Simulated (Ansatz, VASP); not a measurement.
## Two plane-wave programs on ZrTi

The input INCAR:

```
SYSTEM = ZrTi
ALGO = Normal
EDIFF = 1E-6
ENCUT = 520
GGA = CA
ISIF = 2
ISMEAR = 0
LASPH = .True.
LCHARG = .False.
LREAL = .False.
LWAVE = .False.
NBANDS = 19
NELM = 100
PREC = Accurate
SIGMA = 0.15
```

The input KPOINTS:

```
k-points
0
Gamma
  18 18 12
  0 0 0
```

File POSCAR:

```
ZrTi
1.0
    3.1119350000      0.0000000000      0.0000000000
    0.0000000000      3.1119350000      0.0000000000
    0.0000000000      0.0000000000      4.1977650000
Zr Ti
1 1
Direct
    0.5000000000      0.5000000000      0.5000000000
    0.0000000000      0.0000000000      0.0000000000
```

Input for Ansatz:

```yaml
crystal:
  lattice:
    - [3.111935, 0.0, 0.0]
    - [0.0, 3.111935, 0.0]
    - [0.0, 0.0, 4.197765]
  atoms:
    - { symbol: Zr, position: [0.5, 0.5, 0.5] }
    - { symbol: Ti, position: [0.0, 0.0, 0.0] }
basis:
  ecutwfc: 420
kpoints:
  mp_grid: { grid: [18, 18, 12] }
hamiltonian:
  xc: lda
scf:
  occupations: { method: gaussian, width: 0.15 }
output:
  forces: true
  stress: true
  eigenvalues: true
```

The cell comes from a database or a generator and needn't be the stable form of this composition.

Alike in both runs: task single point; functional LDA; k mesh 18 × 18 × 12; occupations gaussian, width 0.15 eV; no spin polarisation.

|  | VASP | Ansatz |
| --- | --- | --- |
| version | VASP 6.6.1 | Ansatz 0.2.0 |
| potentials or method | VASP PAW LDA potentials, release 64 (Zr_sv, Ti_sv) | scalar-relativistic, plane waves, PAW |
| plane-wave cutoff (eV) | 520 | 420 |
| valence electrons in the cell | 24 | 24 |

```csv
,VASP,Ansatz,Ansatz less VASP
gap on the k mesh at the Fermi level (eV),none,none,-
pressure (GPa),-7.4,-7.5,-0.07
largest component of the traceless stress (GPa),0.09,0.11,+0.020
```

A gap of «none» marks a metal or a gap that the smearing closes.
